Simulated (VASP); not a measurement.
Output of a VASP run:

File OSZICAR:
```
...
DAV:   2     0.282068313416E+01   -0.12482E+03   -0.12273E+03   872   0.388E+02
DAV:   3    -0.864456888076E+01   -0.11465E+02   -0.11248E+02  1064   0.101E+02
DAV:   4    -0.890708074223E+01   -0.26251E+00   -0.26243E+00   886   0.168E+01
DAV:   5    -0.891528909408E+01   -0.82084E-02   -0.82079E-02  1192   0.290E+00    0.427E+00
DAV:   6    -0.881195389971E+01    0.10334E+00   -0.21925E-01  1146   0.425E+00    0.265E+00
DAV:   7    -0.880489255837E+01    0.70613E-02   -0.58300E-02   998   0.162E+00    0.913E-01
DAV:   8    -0.880428107647E+01    0.61148E-03   -0.60511E-03   984   0.872E-01    0.914E-02
DAV:   9    -0.880427319965E+01    0.78768E-05   -0.53680E-04  1106   0.274E-01    0.573E-02
DAV:  10    -0.880427447772E+01   -0.12781E-05   -0.42440E-05   884   0.502E-02    0.152E-02
DAV:  11    -0.880427502407E+01   -0.54635E-06   -0.11122E-05  1110   0.356E-02    0.591E-03
DAV:  12    -0.880427482374E+01    0.20032E-06   -0.61409E-07   478   0.103E-02
   1 F= -.30550469E+01 E0= -.30550469E+01  d E =-.305505E+01
       N       E                     dE             d eps       ncg     rms          rms(c)
DAV:   1    -0.159827746496E+02   -0.71785E+01   -0.14922E+02  1022   0.178E+02    0.180E+01
DAV:   2    -0.885050593451E+01    0.71323E+01   -0.14706E+01   998   0.121E+02    0.666E+00
DAV:   3    -0.755886103508E+01    0.12916E+01   -0.32634E+00   998   0.361E+01    0.156E+00
DAV:   4    -0.751595301729E+01    0.42908E-01   -0.20018E-01  1170   0.441E+00    0.744E-01
DAV:   5    -0.750170024096E+01    0.14253E-01   -0.16115E-02   962   0.134E+00    0.176E-01
DAV:   6    -0.750111325282E+01    0.58699E-03   -0.14340E-03  1252   0.464E-01    0.724E-02
DAV:   7    -0.750107730595E+01    0.35947E-04   -0.16598E-04  1108   0.135E-01    0.137E-02
DAV:   8    -0.750107142816E+01    0.58778E-05   -0.14590E-05  1086   0.295E-02    0.475E-03
DAV:   9    -0.750107062487E+01    0.80329E-06   -0.31478E-06   878   0.176E-02
   2 F= -.28737005E+01 E0= -.28731468E+01  d E =0.181346E+00
       N       E                     dE             d eps       ncg     rms          rms(c)
DAV:   1    -0.112531623961E+02   -0.37521E+01   -0.71463E+01  1022   0.190E+02    0.965E+00
DAV:   2    -0.906033210270E+01    0.21928E+01   -0.39182E+00   998   0.361E+01    0.414E+00
DAV:   3    -0.848483734588E+01    0.57549E+00   -0.19411E+00  1044   0.235E+01    0.581E-01
DAV:   4    -0.847357186934E+01    0.11265E-01   -0.80737E-02   928   0.353E+00    0.269E-01
DAV:   5    -0.846699527131E+01    0.65766E-02   -0.46392E-03  1206   0.744E-01    0.952E-02
DAV:   6    -0.846671364708E+01    0.28162E-03   -0.32719E-04   980   0.269E-01    0.419E-02
DAV:   7    -0.846667180728E+01    0.41840E-04   -0.32766E-05  1092   0.899E-02    0.613E-03
DAV:   8    -0.846667087843E+01    0.92885E-06   -0.43499E-06   854   0.298E-02
   3 F= -.31839606E+01 E0= -.31839606E+01  d E =-.128914E+00
       N       E                     dE             d eps       ncg     rms          rms(c)
DAV:   1    -0.845608672423E+01    0.10585E-01   -0.17624E-02  1046   0.246E+00    0.164E-01
DAV:   2    -0.845545025447E+01    0.63647E-03   -0.10948E-03   998   0.668E-01    0.690E-02
DAV:   3    -0.845530187829E+01    0.14838E-03   -0.47763E-04  1030   0.396E-01    0.109E-02
DAV:   4    -0.845529982889E+01    0.20494E-05   -0.18998E-05   830   0.529E-02    0.493E-03
DAV:   5    -0.845529928339E+01    0.54549E-06   -0.95632E-07   468   0.116E-02
   4 F= -.31840873E+01 E0= -.31840873E+01  d E =-.129040E+00
```

OUTCAR:
```
------------------------ aborting loop because EDIFF is reached ----------------------------------------
  FORCE on cell =-STRESS in cart. coord.  units (eV):
  Direction    XX          YY          ZZ          XY          YZ          ZX
  --------------------------------------------------------------------------------------
  Total        5.2569766      5.2569766      5.2569766      0.0000000      0.0000000     -0.0000000
  in kB      199.4598827    199.4598827    199.4598827      0.0000000      0.0000000     -0.0000000
  external PRESSURE =      -0.5401173 kB  Pullay stress =     200.0000000 kB
  volume of cell :       42.23
      direct lattice vectors                 reciprocal lattice vectors
     0.000000000  2.763887470  2.763887470    -0.180904615  0.180904615  0.180904615
     2.763887470  0.000000000  2.763887470     0.180904615 -0.180904615  0.180904615
     2.763887470  2.763887470 -0.000000000     0.180904615  0.180904615 -0.180904615
 POSITION                                       TOTAL-FORCE (eV/Angst)
 -----------------------------------------------------------------------------------
      2.76389      2.76389     -0.00000         0.000000     -0.000000      0.000000
      2.76389      2.76389      2.76389         0.000000      0.000000     -0.000000
 -----------------------------------------------------------------------------------
    total drift:                                0.000000      0.000000      0.000000
  FREE ENERGIE OF THE ION-ELECTRON SYSTEM (eV)
  ---------------------------------------------------
  free  energy   TOTEN  =        -8.4552992834 eV

  energy  without entropy=       -8.4552992834  energy(sigma->0) =       -8.45529928
  enthalpy is  TOTEN    =        -3.1840873212 eV   P V=        5.2712119622

 reached required accuracy - stopping structural energy minimisation
```
(Selected blocks of OUTCAR.)

File POSCAR:
```
SnSe
1
    0.0000000000     2.8450290496     2.8450290496
    2.8450290496     0.0000000000     2.8450290496
    2.8450290496     2.8450290496     0.0000000000
Sn Se
1 1
Direct
  0.0000000000   0.0000000000   0.0000000000
  0.5000000000   0.5000000000   0.5000000000
```

Question: Write an INCAR and KPOINTS that could have produced this output.

Answer: Several could match; the one computed here: the input of the run itself, PBEsol GGA, plane waves, VASP's PBE PAW potentials (set 64).

**INCAR**
```
! general
SYSTEM =SnSe
PREC   =Accurate
ENCUT  =500
LREAL  =.False.
LASPH  =.True.

! electronic loop
EDIFF  =1E-6
NELM   =100
ALGO   =Normal
LMAXMIX=4

! smearing
ISMEAR =0
SIGMA  =0.05

! functional
GGA    =PS

! ions
IBRION =2
NSW    =40
ISIF   =3
EDIFFG =-0.02
PSTRESS=200

! output
LWAVE  =.False.
LCHARG =.False.
```

KPOINTS:
```
Automatic mesh
0
Gamma
8 8 8
0 0 0
```

POTCAR, in this order: Sn_d Se (PBE.64 set). Program: vasp_std.

Energy and stress use the plane-wave basis of the starting cell.

The structure was generated: SnSe was put into the rock salt type (Fm-3m), which need not be its known phase. This run relaxes it under an external pressure of 20 GPa. Symmetry was kept, so distortions that lower it aren't found.
